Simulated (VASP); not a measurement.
# Ca3ZrBC3 (Pm-3m) in VASP: relaxation of cell and atoms with PBE

Aim: the relaxation of cell and atoms of Ca3ZrBC3 with PBE.

Program: VASP 6.6.1. These are calculated values, not measurements. Logs are shortened: lines on timing, memory, paths and dates and some standing lists are left out, and cuts for length are marked.

## (1) The cell of the first run

The structure is cubic, space group Pm-3m (No. 221). The conventional cell has a = 5.201 Å, b = 5.201 Å, c = 5.201 Å, α = 90.00°, β = 90.00°, γ = 90.00°. Ca (site symmetry 4/mmm) is surrounded by 2 B at 2.60 Å and 4 C at 2.60 Å. Zr (site symmetry m-3m) is surrounded by 6 C at 2.60 Å. B (site symmetry m-3m) has 6 Ca at 2.60 Å as nearest neighbours. C (site symmetry 4/mmm) is surrounded by 4 Ca at 2.60 Å and 2 Zr at 2.60 Å.

The cell was built by a generator and needn't be a form met in nature.

## (2) Relaxation of cell and atoms, PBE (random cell by space group and Wyckoff sites (Pm-3m, No. 221))

INCAR reads:

```
PREC     = Accurate       # precision mode
ENCUT    = 600            # plane-wave cutoff, eV
EDIFF    = 1E-7           # SCF threshold, eV
ISMEAR   = 0              # smearing method
SIGMA    = 0.1            # smearing width, eV
LREAL    = False          # projectors in reciprocal space
LASPH    = True           # aspherical terms in the spheres
NELM     = 100            # most SCF steps
ALGO     = Normal         # electronic algorithm
ISIF     = 3              # what is computed and relaxed
LWAVE    = False          # write WAVECAR
LCHARG   = False          # write CHGCAR
GGA      = PE             # functional
IBRION   = 2              # ionic algorithm
NSW      = 90             # ionic steps
EDIFFG   = -0.04          # ionic threshold
```

KPOINTS reads:

```
Automatic mesh
0
Gamma
  4 4 4
```

POSCAR reads:

```
Ca3ZrBC3
1.0
    5.2007553300      0.0000000000      0.0000000000
    0.0000000000      5.2007553300      0.0000000000
    0.0000000000      0.0000000000      5.2007553300
Ca Zr B C
3 1 1 3
Direct
    0.5000000000      0.0000000000      0.0000000000
    0.0000000000      0.5000000000      0.0000000000
    0.0000000000      0.0000000000      0.5000000000
    0.5000000000      0.5000000000      0.5000000000
    0.0000000000      0.0000000000      0.0000000000
    0.0000000000      0.5000000000      0.5000000000
    0.5000000000      0.0000000000      0.5000000000
    0.5000000000      0.5000000000      0.0000000000
```

Potentials or basis: VASP PAW PBE potentials, release 64 (Ca_sv, Zr_sv, B, C).

Launch:

```
$ cat potpaw_PBE.64/Ca_sv/POTCAR potpaw_PBE.64/Zr_sv/POTCAR potpaw_PBE.64/B/POTCAR potpaw_PBE.64/C/POTCAR > POTCAR
$ mpirun -np 1 vasp_std > vasp.out
```

OUTCAR:

```text
PREC = Accurate
   ENCUT = 600
   EDIFF = 1E-7
   ISMEAR = 0
   LREAL = False
   LASPH = True
   NELM = 100
   ISIF = 3
   GGA = PE
   IBRION = 2
   NSW = 90
   EDIFFG = -0.04

 ion  position               nearest neighbor table
   1  0.500  0.000  0.000-   5 2.60   7 2.60   8 2.60   7 2.60   8 2.60   5 2.60
   2  0.000  0.500  0.000-   5 2.60   6 2.60   8 2.60   6 2.60   5 2.60   8 2.60
   3  0.000  0.000  0.500-   5 2.60   6 2.60   7 2.60   5 2.60   6 2.60   7 2.60
   4  0.500  0.500  0.500-   6 2.60   7 2.60   8 2.60   8 2.60   7 2.60   6 2.60
   5  0.000  0.000  0.000-   1 2.60   2 2.60   3 2.60   3 2.60   2 2.60   1 2.60
   6  0.000  0.500  0.500-   2 2.60   3 2.60   4 2.60   2 2.60   3 2.60   4 2.60
   7  0.500  0.000  0.500-   1 2.60   3 2.60   4 2.60   1 2.60   4 2.60   3 2.60
   8  0.500  0.500  0.000-   1 2.60   2 2.60   4 2.60   4 2.60   1 2.60   2 2.60

  LATTYP: Found a simple cubic cell.
 ALAT       =     5.2007553300

  Lattice vectors:

 A1 = (   5.2007553300,   0.0000000000,   0.0000000000)
 A2 = (   0.0000000000,   5.2007553300,   0.0000000000)
 A3 = (   0.0000000000,   0.0000000000,   5.2007553300)

Analysis of symmetry for initial positions (statically):
=====================================================================
 Subroutine PRICEL returns:
 Original cell was already a primitive cell.

 Routine SETGRP: Setting up the symmetry group for a
 simple cubic supercell.

 Subroutine GETGRP returns: Found 48 space group operations
 (whereof 48 operations were pure point group operations)
 out of a pool of 48 trial point group operations.

The static configuration has the point symmetry O_h .

Analysis of symmetry for dynamics (positions and initial velocities):
=====================================================================
 Subroutine PRICEL returns:
 Original cell was already a primitive cell.

 Routine SETGRP: Setting up the symmetry group for a
 simple cubic supercell.

 Subroutine GETGRP returns: Found 48 space group operations
 (whereof 48 operations were pure point group operations)
 out of a pool of 48 trial point group operations.

The dynamic configuration has the point symmetry O_h .

 Subroutine INISYM returns: Found 48 space group operations
 (whereof 48 operations are pure point group operations),
 and found     1 'primitive' translations

----------------------------------------------------------------------------------------

                                     Primitive cell

  volume of cell :     140.6693

  direct lattice vectors                    reciprocal lattice vectors
     5.200755330  0.000000000  0.000000000     0.192279763  0.000000000  0.000000000
     0.000000000  5.200755330  0.000000000     0.000000000  0.192279763  0.000000000
     0.000000000  0.000000000  5.200755330     0.000000000  0.000000000  0.192279763

  length of vectors
     5.200755330  5.200755330  5.200755330     0.192279763  0.192279763  0.192279763

  position of ions in fractional coordinates (direct lattice)
     0.500000000  0.000000000  0.000000000
     0.000000000  0.500000000  0.000000000
     0.000000000  0.000000000  0.500000000
     0.500000000  0.500000000  0.500000000
     0.000000000  0.000000000  0.000000000
     0.000000000  0.500000000  0.500000000
     0.500000000  0.000000000  0.500000000
     0.500000000  0.500000000  0.000000000

  ion indices of the primitive-cell ions
   primitive index   ion index
                 1           1
                 2           2
                 3           3
                 4           4
                 5           5
                 6           6
                 7           7
                 8           8

----------------------------------------------------------------------------------------

 KPOINTS: Automatic mesh

Automatic generation of k-mesh.
 Grid dimensions read from file:
 generate k-points for:    4    4    4

 Generating k-lattice:

  Cartesian coordinates                     Fractional coordinates (reciprocal lattice)
     0.048069941  0.000000000  0.000000000     0.250000000  0.000000000  0.000000000
     0.000000000  0.048069941  0.000000000     0.000000000  0.250000000  0.000000000
     0.000000000  0.000000000  0.048069941     0.000000000  0.000000000  0.250000000

  Length of vectors
     0.048069941  0.048069941  0.048069941

  Shift w.r.t. Gamma in fractional coordinates (k-lattice)
     0.000000000  0.000000000  0.000000000

 Subroutine IBZKPT returns following result:
 ===========================================

 Found     10 irreducible k-points:

 Following reciprocal coordinates:
            Coordinates               Weight
  0.000000  0.000000  0.000000      1.000000
  0.250000  0.000000  0.000000      6.000000
  0.500000  0.000000  0.000000      3.000000
  0.250000  0.250000  0.000000     12.000000
  0.500000  0.250000  0.000000     12.000000
  0.500000  0.500000  0.000000      3.000000
  0.250000  0.250000  0.250000      8.000000
  0.500000  0.250000  0.250000     12.000000
  0.500000  0.500000  0.250000      6.000000
  0.500000  0.500000  0.500000      1.000000
   k-points           NKPTS =     10   k-points in BZ     NKDIM =     10   number of bands    NBANDS=     34
   number of dos      NEDOS =    301   number of ions     NIONS =      8
   total plane-waves  NPLWV =  74088
   dimension x,y,z NGX =    42 NGY =   42 NGZ =   42
   dimension x,y,z NGXF=    84 NGYF=   84 NGZF=   84
   ions per type =               3   1   1   3
   NGX,Y,Z   is equivalent  to a cutoff of  13.43, 13.43, 13.43 a.u.
   NGXF,Y,Z  is equivalent  to a cutoff of  26.85, 26.85, 26.85 a.u.
 SYSTEM =  unknown system
   PREC   = accura    normal or accurate (medium, high low for compatibility)
   ISTART =      0    job   : 0-new  1-cont  2-samecut
   ICHARG =      2    charge: 1-file 2-atom 10-const
   ISPIN  =      1    spin polarized calculation?
   LNONCOLLINEAR =      F non collinear calculations
   LSORBIT =      F    spin-orbit coupling
   LASPH  =      T    aspherical Exc in radial PAW
   ENCUT  =  600.0 eV  44.10 Ry    6.64 a.u.  10.39 10.39 10.39*2*pi/ulx,y,z
   NELM   =    100;   NELMIN=  2; NELMDL= -5     # of ELM steps
   EDIFF  = 0.1E-06   stopping-criterion for ELM
   LREAL  =      F    real-space projection
   EDIFFG = -.4E-01   stopping-criterion for IOM
   NSW    =     90    number of steps for IOM
   IBRION =      2    ionic relax: 0-MD 1-quasi-New 2-CG
   NFREE  =      1    steps in history (QN), initial steepest desc. (CG)
   ISIF   =      3    stress and relaxation
   ISYM   =      2    0-nonsym 1-usesym 2-fastsym
   POTIM  = 0.5000    time-step for ionic-motion
   TEBEG  =    0.0;   TEEND  =   0.0 temperature during run
   PSTRESS=    0.0 pullay stress
   NELECT =      57.0000    total number of electrons
   NUPDOWN=      -1.0000    fix difference up-down
   EMIN   =  10.00;   EMAX   =-10.00  energy-range for DOS
   EFERMI =   0.00;   METHOD = LEGACY
   ISMEAR =     0;   SIGMA  =   0.10  broadening in eV -4-tet -1-fermi 0-gaus
   EFERMI_NEDOS =   21; number of points for ismear=-14 and -15
   IALGO  =     38    algorithm
   IMIX   =      4    mixing-type and parameters
     AMIX     =   0.40;   BMIX     =  1.00
     AMIX_MAG =   1.60;   BMIX_MAG =  1.00
  volume/ion in A,a.u.               =      17.58       118.66
  Fermi-wavevector in a.u.,A,eV,Ry     =   1.211435  2.289280 19.967559  1.467574
  Thomas-Fermi vector in A             =   2.346950
   LORBIT       =      0    0 simple, 1 ext, 2 COOP (PROOUT), +10 PAW based schemes
   GGA     = PE    functional components
   LHFCALC =     F    Hartree Fock is set to
   AEXX    =    0.0000 exact exchange contribution
   IVDW    =     0    specifies the selected vdW correction
   LEPSILON=     F    determine dielectric tensor
   LRPA    =     F    only Hartree local field effects (RPA)
 conjugate gradient relaxation of ions
 non-spin polarized calculation
 Gauss-broadening in eV      SIGMA  =   0.10
  energy-cutoff  :      600.00
  volume of cell :      140.67
 maximum number of plane-waves:      4713
 NGX is ok and might be reduce to    42
   NGX = 21   NGY = 21   NGZ = 21

--------------------------------------- Ionic step        1  -------------------------------------------

 number of electron      57.0000004 magnetization

 Free energy of the ion-electron system (eV)
  ---------------------------------------------------
  ext. energy  EPLUGINS =         0.00000000
  ---------------------------------------------------
  free energy    TOTEN  =       -41.68487305 eV

  energy without entropy =      -41.59670062  energy(sigma->0) =      -41.64078684

------------------------ aborting loop because EDIFF is reached ----------------------------------------

  FORCE on cell =-STRESS in cart. coord.  units (eV):
  Direction    XX          YY          ZZ          XY          YZ          ZX
  --------------------------------------------------------------------------------------
  -------------------------------------------------------------------------------------
  Total       -4.2126960     -4.2126960     -4.2126960      0.0000000      0.0000000     -0.0000000
  in kB      -47.9812361    -47.9812361    -47.9812361      0.0000000      0.0000000     -0.0000000
  external PRESSURE =     -47.9812361 kB  Pullay stress =       0.0000000 kB
[... 69 lines left out ...]
  energy  without entropy=      -41.7250556635  energy(sigma->0) =      -41.76746386

--------------------------------------- Ionic step        3  -------------------------------------------

 number of electron      57.0000006 magnetization

 Free energy of the ion-electron system (eV)
  ---------------------------------------------------
  ext. energy  EPLUGINS =         0.00000000
  ---------------------------------------------------
  free energy    TOTEN  =       -41.81829045 eV

  energy without entropy =      -41.73255401  energy(sigma->0) =      -41.77542223

 E-fermi :   3.8354     XC(G=0): -10.2978

 val. band max:        3.8178849357   @ k =   0.5000   0.2500   0.2500
 cond. band min:       3.8787933233   @ k =   0.5000   0.5000   0.0000
 fundamental gap:      0.0609083877
 Fermi energy:         3.8353887855

 k-point     1 :       0.0000    0.0000    0.0000
  band No.  band energies     occupation
      1     -44.5689      2.00000
      2     -34.8320      2.00000
      3     -34.7807      2.00000
      4     -34.7807      2.00000
      5     -22.5363      2.00000
      6     -22.5363      2.00000
[... 394 lines left out ...]
  FREE ENERGIE OF THE ION-ELECTRON SYSTEM (eV)
  ---------------------------------------------------
  free  energy   TOTEN  =       -41.8182904485 eV

  energy  without entropy=      -41.7325540087  energy(sigma->0) =      -41.77542223

 reached required accuracy - stopping structural energy minimisation
```

Run time: 2.7 min. Hardware: 1 thread of Intel Xeon Platinum 8488C (Sapphire Rapids), shared host; peak memory 0.31 GiB.

Results:

| Property | Result |
| --- | --- |
| Free energy | -41.8183 eV |
| Relaxed volume | 16.52 Å³/atom |
| Relaxed cell | a = 5.094 Å, b = 5.094 Å, c = 5.094 Å, α = 90.00°, β = 90.00°, γ = 90.00° |
| Space group after relaxing (to 0.05 Å) | Pm-3m (No. 221) |
| Energy gained by relaxing | 16.7 meV/atom |
| Ionic steps | 3 |
| Pressure after relaxing | 0.0 GPa |
| Band gap on the k mesh | none (metal or under the smearing width) |

The path:
| step | energy change (eV) | largest force (eV/Å) | pressure (GPa) | volume (Å³) |
| --- | --- | --- | --- | --- |
| 1 | 0.0000 | 0.0000 | -4.80 | 140.67 |
| 2 | -0.1250 | 0.0000 | 1.37 | 130.22 |
| 3 | -0.1334 | 0.0000 | 0.01 | 132.20 |

Final structure:
```
Ca Zr B C
1.0
     5.09418    0.00000    0.00000
     0.00000    5.09418    0.00000
     0.00000    0.00000    5.09418
Ca Zr B C
3 1 1 3
Direct
  0.50000 0.00000 0.00000
  0.00000 0.50000 0.00000
  0.00000 0.00000 0.50000
  0.50000 0.50000 0.50000
  0.00000 0.00000 0.00000
  0.00000 0.50000 0.50000
  0.50000 0.00000 0.50000
  0.50000 0.50000 0.00000
```
